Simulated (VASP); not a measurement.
# MnSbS2Br: magnetic orders, part 3 of 4

Aim: compare collinear orders of MnSbS2Br. The start is a cell from a database of measured crystal structures.

VASP 6.6.1, plane waves and PAW; the level of theory is named at each step.

So far. Step 2 (Magnetic order, start order fm, signs ++): The largest moment at the end is 4.59 μB, and the moments of the cell sum to 10.00 μB. Step 3 (Magnetic order, start order AFM 1, signs +-): The largest moment at the end is 4.58 μB, and the moments of the cell sum to 0.00 μB.

## Step 4: No spin polarisation

This step: LDA, DFT+U (Mn d 5 eV), no spin polarisation; plane waves and PAW (Sb, Br, Mn, S) (VASP 6.6.1).

A run without spin shows what magnetism as such gains.

Contents of INCAR:

```
SYSTEM = MnSbS2Br
PREC = Normal
ENCUT = 350
EDIFF = 1E-06
NELM = 150
ISMEAR = 0
SIGMA = 0.05
LREAL = .FALSE.
ALGO = Normal
GGA = CA
NBANDS = 41
LDAU = .TRUE.
LDAUTYPE = 2
LDAUL = -1 -1 2 -1
LDAUU = 0 0 5 0
LDAUJ = 0 0 0 0
LDAUPRINT = 1
LASPH = .TRUE.
LMAXMIX = 4
LORBIT = 11
LWAVE = .FALSE.
LCHARG = .FALSE.
KPAR = 2
AMIX = 0.2
BMIX = 1E-04
AMIX_MAG = 0.8
BMIX_MAG = 1E-04
```

Contents of POSCAR:

```
MnSbS2Br
1.0
    6.3345000000     -1.9254500000      0.0000000000
    6.3345000000      1.9254500000      0.0000000000
   -0.1672813157      0.0000000000      9.5835401581
Sb Br Mn S
2 2 2 4
Direct
    0.7090000000      0.7090000000      0.8094000000
    0.2910000000      0.2910000000      0.1906000000
    0.6340000000      0.6340000000      0.4299000000
    0.3660000000      0.3660000000      0.5701000000
    0.0000000000      0.0000000000      0.0000000000
    0.0000000000      0.0000000000      0.5000000000
    0.6400000000      0.6400000000      0.0488380000
    0.3600000000      0.3600000000      0.9511620000
    0.0760000000      0.0760000000      0.7570000000
    0.9240000000      0.9240000000      0.2430000000
```

Contents of KPOINTS:

```
Automatic mesh
0
Gamma
5 5 2
0 0 0
```

Potentials, in the order of the species: Sb, Br, Mn and S (LDA family, release 64).

On the command line:

```
$ mpirun -np 2 vasp_std
```

Output:

```text
[... set-up lines as in an earlier step ...]
 entering main loop
       N       E                     dE             d eps       ncg     rms          rms(c)
DAV:   1     0.489162555932E+03    0.48916E+03   -0.18240E+04  1476   0.986E+02
DAV:   2     0.382227581158E+02   -0.45094E+03   -0.43252E+03  1478   0.294E+02
DAV:   3    -0.385729002679E+02   -0.76796E+02   -0.71039E+02  2400   0.120E+02
DAV:   4    -0.435800279844E+02   -0.50071E+01   -0.48586E+01  2208   0.342E+01
DAV:   5    -0.437867822801E+02   -0.20675E+00   -0.20379E+00  2288   0.648E+00    0.203E+01
DAV:   6    -0.496919382614E+02   -0.59052E+01   -0.60017E+01  2248   0.562E+01    0.436E+01
DAV:   7    -0.483380019825E+02    0.13539E+01   -0.65382E+01  2624   0.840E+01    0.436E+01
DAV:   8    -0.413872853174E+02    0.69507E+01   -0.24300E+01  2632   0.561E+01    0.126E+01
DAV:   9    -0.418745134952E+02   -0.48723E+00   -0.50902E+00  2328   0.155E+01    0.113E+01
DAV:  10    -0.428723275656E+02   -0.99781E+00   -0.60854E+00  2328   0.847E+00    0.107E+01
DAV:  11    -0.436679006287E+02   -0.79557E+00   -0.15183E+00  2320   0.839E+00    0.694E+00
DAV:  12    -0.440052883039E+02   -0.33739E+00   -0.35106E-01  2312   0.400E+00    0.536E+00
DAV:  13    -0.441190792589E+02   -0.11379E+00   -0.15759E-01  2408   0.352E+00    0.318E+00
DAV:  14    -0.441742211753E+02   -0.55142E-01   -0.63925E-02  2352   0.143E+00    0.186E+00
DAV:  15    -0.441754259707E+02   -0.12048E-02   -0.14513E-03  1816   0.225E-01    0.185E+00
DAV:  16    -0.441786019515E+02   -0.31760E-02   -0.41479E-04  2392   0.100E-01    0.180E+00
DAV:  17    -0.441954458527E+02   -0.16844E-01   -0.20472E-03  2336   0.419E-01    0.172E+00
DAV:  18    -0.443823175883E+02   -0.18687E+00   -0.26407E-01  2424   0.458E+00    0.182E+00
DAV:  19    -0.443976438889E+02   -0.15326E-01   -0.41673E-02  2112   0.105E+00    0.124E+00
DAV:  20    -0.443991388781E+02   -0.14950E-02   -0.21345E-03  2248   0.271E-01    0.118E+00
DAV:  21    -0.444018395605E+02   -0.27007E-02   -0.65462E-04  2344   0.191E-01    0.111E+00
DAV:  22    -0.444262770594E+02   -0.24437E-01   -0.44930E-02  2423   0.311E+00    0.866E-01
DAV:  23    -0.444337907852E+02   -0.75137E-02   -0.21092E-02  2336   0.115E+00    0.830E-01
DAV:  24    -0.444352730749E+02   -0.14823E-02   -0.48507E-03  2087   0.358E-01    0.543E-01
DAV:  25    -0.444364224480E+02   -0.11494E-02   -0.31240E-03  2440   0.256E-01    0.427E-01
DAV:  26    -0.444366772443E+02   -0.25480E-03   -0.11849E-04  2007   0.601E-02    0.407E-01
DAV:  27    -0.444375358969E+02   -0.85865E-03   -0.43125E-04  2192   0.952E-02    0.336E-01
DAV:  28    -0.444391288866E+02   -0.15930E-02   -0.76145E-03  2472   0.961E-01    0.887E-01
DAV:  29    -0.444452192969E+02   -0.60904E-02   -0.98170E-03  2472   0.451E-01    0.112E+00
DAV:  30    -0.444479243016E+02   -0.27050E-02   -0.26405E-03  2488   0.241E-01    0.119E+00
[...]
DAV:  48    -0.444681097682E+02   -0.23661E-03   -0.18995E-03  2528   0.195E-01    0.139E-01
DAV:  49    -0.444683216174E+02   -0.21185E-03   -0.19934E-03  2464   0.183E-01    0.124E-01
DAV:  50    -0.444684558693E+02   -0.13425E-03   -0.11043E-03  2504   0.164E-01    0.596E-02
DAV:  51    -0.444685044531E+02   -0.48584E-04   -0.19572E-04  2430   0.769E-02    0.773E-02
DAV:  52    -0.444686387789E+02   -0.13433E-03   -0.16198E-03  2576   0.206E-01    0.158E-01
DAV:  53    -0.444686771203E+02   -0.38341E-04   -0.51911E-04  2449   0.125E-01    0.140E-01
DAV:  54    -0.444687311893E+02   -0.54069E-04   -0.11801E-03  2536   0.164E-01    0.104E-01
DAV:  55    -0.444687616371E+02   -0.30448E-04   -0.13317E-03  2504   0.152E-01    0.331E-02
DAV:  56    -0.444687725445E+02   -0.10907E-04   -0.10351E-04  2277   0.692E-02    0.189E-02
DAV:  57    -0.444687741720E+02   -0.16275E-05   -0.56796E-06  1716   0.138E-02    0.123E-02
DAV:  58    -0.444687767708E+02   -0.25988E-05   -0.47846E-05  1495   0.377E-02    0.151E-02
DAV:  59    -0.444687764806E+02    0.29018E-06   -0.60992E-06  1260   0.184E-02
   1 F= -.44468776E+02 E0= -.44460844E+02  d E =-.158654E-01
```

It took 3.5 min on 2 MPI ranks of Intel Xeon Platinum 8488C (Sapphire Rapids), shared host; peak memory 0.47 GiB.

From OUTCAR (step 4):

```text
The static configuration has the point symmetry C_2h.

 Found     18 irreducible k-points:

   NELECT =      62.0000    total number of electrons

atom =   5  type =  3  l = 2

 onsite density matrix

spin component  1

  0.3055 -0.3379  0.0000  0.0000  0.0000
 -0.3379  0.7093  0.0000  0.0000  0.0000
  0.0000  0.0000  0.3069  0.2789 -0.0007
  0.0000  0.0000  0.2789  0.6561  0.1984
  0.0000  0.0000 -0.0007  0.1984  0.5656

spin component  2

 occupancies and eigenvectors

  o =  0.1138  v = -0.8697 -0.4935  0.0000  0.0000  0.0000  0.0000  0.0000  0.0000  0.0000  0.0000      0.0000  0.0000  0.0000  0.0000  0.0000  0.0000  0.0000  0.0000  0.0000  0.0000
  o =  0.1138  v =  0.0000  0.0000  0.0000  0.0000  0.0000 -0.8697 -0.4935  0.0000  0.0000  0.0000      0.0000  0.0000  0.0000  0.0000  0.0000  0.0000  0.0000  0.0000  0.0000  0.0000
  o =  0.1287  v =  0.0000  0.0000  0.8186 -0.5225  0.2386  0.0000  0.0000  0.0000  0.0000  0.0000      0.0000  0.0000  0.0000  0.0000  0.0000  0.0000  0.0000  0.0000  0.0000  0.0000
  o =  0.1287  v =  0.0000  0.0000  0.0000  0.0000  0.0000  0.0000  0.0000  0.8186 -0.5225  0.2386      0.0000  0.0000  0.0000  0.0000  0.0000  0.0000  0.0000  0.0000  0.0000  0.0000
  o =  0.4971  v =  0.0000  0.0000  0.4362  0.2953 -0.8500  0.0000  0.0000  0.0000  0.0000  0.0000      0.0000  0.0000  0.0000  0.0000  0.0000  0.0000  0.0000  0.0000  0.0000  0.0000
  o =  0.4971  v =  0.0000  0.0000  0.0000  0.0000  0.0000  0.0000  0.0000  0.4362  0.2953 -0.8500      0.0000  0.0000  0.0000  0.0000  0.0000  0.0000  0.0000  0.0000  0.0000  0.0000
  o =  0.9010  v = -0.4935  0.8697  0.0000  0.0000  0.0000  0.0000  0.0000  0.0000  0.0000  0.0000      0.0000  0.0000  0.0000  0.0000  0.0000  0.0000  0.0000  0.0000  0.0000  0.0000
  o =  0.9010  v =  0.0000  0.0000  0.0000  0.0000  0.0000 -0.4935  0.8697  0.0000  0.0000  0.0000      0.0000  0.0000  0.0000  0.0000  0.0000  0.0000  0.0000  0.0000  0.0000  0.0000
  o =  0.9029  v =  0.0000  0.0000  0.0000  0.0000  0.0000  0.0000  0.0000  0.3737  0.7999  0.4697      0.0000  0.0000  0.0000  0.0000  0.0000  0.0000  0.0000  0.0000  0.0000  0.0000
  o =  0.9029  v =  0.0000  0.0000  0.3737  0.7999  0.4697  0.0000  0.0000  0.0000  0.0000  0.0000      0.0000  0.0000  0.0000  0.0000  0.0000  0.0000  0.0000  0.0000  0.0000  0.0000

atom =   6  type =  3  l = 2

 onsite density matrix

spin component  1

  0.2515  0.2973  0.0000  0.0000  0.0000
  0.2973  0.7752  0.0000  0.0000  0.0000
  0.0000  0.0000  0.3260 -0.1383 -0.1134
  0.0000  0.0000 -0.1383  0.3962 -0.2655
  0.0000  0.0000 -0.1134 -0.2655  0.7800

spin component  2

 occupancies and eigenvectors

  o =  0.1148  v =  0.0000  0.0000  0.6403  0.6696  0.3764  0.0000  0.0000  0.0000  0.0000  0.0000      0.0000  0.0000  0.0000  0.0000  0.0000  0.0000  0.0000  0.0000  0.0000  0.0000
  o =  0.1148  v =  0.0000  0.0000  0.0000  0.0000  0.0000  0.0000  0.0000  0.6403  0.6696  0.3764      0.0000  0.0000  0.0000  0.0000  0.0000  0.0000  0.0000  0.0000  0.0000  0.0000
  o =  0.1172  v =  0.0000  0.0000  0.0000  0.0000  0.0000 -0.9113  0.4118  0.0000  0.0000  0.0000      0.0000  0.0000  0.0000  0.0000  0.0000  0.0000  0.0000  0.0000  0.0000  0.0000
  o =  0.1172  v = -0.9113  0.4118  0.0000  0.0000  0.0000  0.0000  0.0000  0.0000  0.0000  0.0000      0.0000  0.0000  0.0000  0.0000  0.0000  0.0000  0.0000  0.0000  0.0000  0.0000
  o =  0.4691  v =  0.0000  0.0000  0.7650 -0.6002 -0.2336  0.0000  0.0000  0.0000  0.0000  0.0000      0.0000  0.0000  0.0000  0.0000  0.0000  0.0000  0.0000  0.0000  0.0000  0.0000
  o =  0.4691  v =  0.0000  0.0000  0.0000  0.0000  0.0000  0.0000  0.0000  0.7650 -0.6002 -0.2336      0.0000  0.0000  0.0000  0.0000  0.0000  0.0000  0.0000  0.0000  0.0000  0.0000
  o =  0.9095  v =  0.4118  0.9113  0.0000  0.0000  0.0000  0.0000  0.0000  0.0000  0.0000  0.0000      0.0000  0.0000  0.0000  0.0000  0.0000  0.0000  0.0000  0.0000  0.0000  0.0000
  o =  0.9095  v =  0.0000  0.0000  0.0000  0.0000  0.0000  0.4118  0.9113  0.0000  0.0000  0.0000      0.0000  0.0000  0.0000  0.0000  0.0000  0.0000  0.0000  0.0000  0.0000  0.0000
  o =  0.9184  v =  0.0000  0.0000  0.0000  0.0000  0.0000  0.0000  0.0000 -0.0695 -0.4375  0.8965      0.0000  0.0000  0.0000  0.0000  0.0000  0.0000  0.0000  0.0000  0.0000  0.0000
  o =  0.9184  v =  0.0000  0.0000 -0.0695 -0.4375  0.8965  0.0000  0.0000  0.0000  0.0000  0.0000      0.0000  0.0000  0.0000  0.0000  0.0000  0.0000  0.0000  0.0000  0.0000  0.0000

 E-fermi :   4.1518

 k-point     1 :       0.0000    0.0000    0.0000
  band No.  band energies     occupation
    ...
     27       2.6884      2.00000
     28       2.7469      2.00000
     29       2.7673      2.00000
     30       3.2745      2.00000
     31       3.9505      2.00000
     32       4.3350      0.00000
     33       5.3440      0.00000
     34       5.6479      0.00000
     35       5.8415      0.00000
     36       6.0703      0.00000
    ...

 k-point     2 :       0.2000    0.0000   -0.0000
  band No.  band energies     occupation
    ...
     27       2.8281      2.00000
     28       2.9548      2.00000
     29       3.1003      2.00000
     30       3.4809      2.00000
     31       4.1000      1.85726
     32       4.2926      0.00007
     33       5.8832      0.00000
     34       5.9546      0.00000
     35       6.2440      0.00000
     36       6.3083      0.00000
    ...

 k-point     3 :       0.4000    0.0000   -0.0000
  band No.  band energies     occupation
    ...
     27       2.6868      2.00000
     28       2.8554      2.00000
     29       3.0260      2.00000
     30       3.0692      2.00000
     31       3.9377      2.00000
     32       4.1873      0.31451
     33       5.7979      0.00000
     34       6.1496      0.00000
     35       6.2873      0.00000
     36       6.4652      0.00000
    ...

 k-point     4 :       0.2000    0.2000   -0.0000
  band No.  band energies     occupation
    ...
     27       2.7205      2.00000
     28       2.8997      2.00000
     29       3.0738      2.00000
     30       3.1695      2.00000
     31       3.9932      1.99999
     32       4.3785      0.00000
     33       5.2172      0.00000
     34       5.8272      0.00000
     35       5.9034      0.00000
     36       6.0685      0.00000
    ...

  Total      -12.5845970    -12.6713850    -12.3738315      0.0000000      0.0000000     -0.1776172
  in kB      -86.2480622    -86.8428608    -84.8035887      0.0000000      0.0000000     -1.2172928
  external PRESSURE =     -85.9648372 kB  Pullay stress =       0.0000000 kB

 POSITION                                       TOTAL-FORCE (eV/Angst)
 -----------------------------------------------------------------------------------
      8.84692      0.00000      7.75692         0.007605      0.000000     -0.184333
      3.65480      0.00000      1.82662        -0.007605      0.000000      0.184333
      7.96023      0.00000      4.11996        -1.087824      0.000000      0.488720
      4.54149      0.00000      5.46358         1.087824      0.000000     -0.488720
      0.00000      0.00000      0.00000        -0.000000      0.000000      0.000000
     -0.08364      0.00000      4.79177        -0.000000      0.000000      0.000000
      8.09999      0.00000      0.46804        -0.961686      0.000000     -0.168600
      4.40173      0.00000      9.11550         0.961686      0.000000      0.168600
      0.83621      0.00000      7.25474        -0.591368      0.000000      0.022791
     11.66551      0.00000      2.32880         0.591368      0.000000     -0.022791
 -----------------------------------------------------------------------------------
    total drift:                                0.000000      0.000000     -0.000000

  FREE ENERGIE OF THE ION-ELECTRON SYSTEM (eV)
  ---------------------------------------------------
  free  energy   TOTEN  =       -44.4687764806 eV

  energy  without entropy=      -44.4529110378  energy(sigma->0) =      -44.46084376

 total charge
# of ion       s       p       d       tot
------------------------------------------
    1        1.295   0.936   0.070   2.302
    2        1.295   0.936   0.070   2.302
    3        1.611   3.196   0.015   4.822
    4        1.611   3.196   0.015   4.822
    5        0.212   0.201   5.066   5.479
    6        0.204   0.194   5.035   5.432
    7        1.347   2.317   0.000   3.664
    8        1.347   2.317   0.000   3.664
    9        1.346   2.313   0.000   3.658
   10        1.346   2.313   0.000   3.658
--------------------------------------------------
tot         11.614  17.918  10.271  39.803

[... 8 parts as in an earlier step ...]

[... 3 further parts left out ...]
```

This run has no spin polarisation, so a moment on Mn, if there is one, isn't seen. The k-mesh is coarse for a metal.

Numbers from this step:

```yaml
electronic_cycles: 59
free_energy_toten: -44.47 eV
energy_at_zero_smearing: -44.46 eV
fermi_energy: 4.152 eV
labelled_metallic_from_the_levels_on_this_mesh: yes
```

Force by atom:

| atom | x (eV/Å) | y (eV/Å) | z (eV/Å) | size |
| --- | --- | --- | --- | --- |
| Sb1 | 0.01 | 0.00 | -0.18 | 0.18 |
| Sb2 | -0.01 | 0.00 | 0.18 | 0.18 |
| Br3 | -1.09 | 0.00 | 0.49 | 1.19 |
| Br4 | 1.09 | 0.00 | -0.49 | 1.19 |
| Mn5 | 0.00 | 0.00 | 0.00 | 0.00 |
| Mn6 | 0.00 | 0.00 | 0.00 | 0.00 |
| S7 | -0.96 | 0.00 | -0.17 | 0.98 |
| S8 | 0.96 | 0.00 | 0.17 | 0.98 |
| S9 | -0.59 | 0.00 | 0.02 | 0.59 |
| S10 | 0.59 | 0.00 | -0.02 | 0.59 |

Energy at zero smearing: -44.46084 eV.

## Step 5: Summary

This step: collinear magnetic orders, LDA, DFT+U (Mn d 5 eV); plane waves and PAW (VASP 6.6.1).

No new run; the numbers come from the runs before.

Numbers from this step:

- mean moment in the lowest run: 4.567 μB

Orders, by row:

| order | signs | energy above the lowest (meV/magnetic atom) | total moment (μB) | mean moment on carriers (μB) | gap on the mesh (eV) | signs at the end, of the atoms given a moment |
| --- | --- | --- | --- | --- | --- | --- |
| fm | ++ | 10.45 | 10 | 4.58 | 1.326 | ++ |
| afm 1 | +- | 0 | 0 | 4.567 | 1.43 | +- |
| nm |  | 4392 | 0 | 0 | 0 | - |

[end of part 3 of 4]

[Lines on the potential files, build, host, timing and source positions are cut from VASP's logs without a mark.]

[Logs are printed without paths, hosts, clocks, repeated set-up lines and the standing remarks that a program may print on its own settings, such as how far it seeks lower states.]

[Hosts, paths, dates, database ids (printed as entryN), source tags and the programs' standing remarks are cut or masked in the printed files.]

[In band tables of VASP the shares of atoms and orbitals are scaled to a sum of 1 inside the atoms' spheres.]

[Runs that stopped without an error message from VASP are left out.]
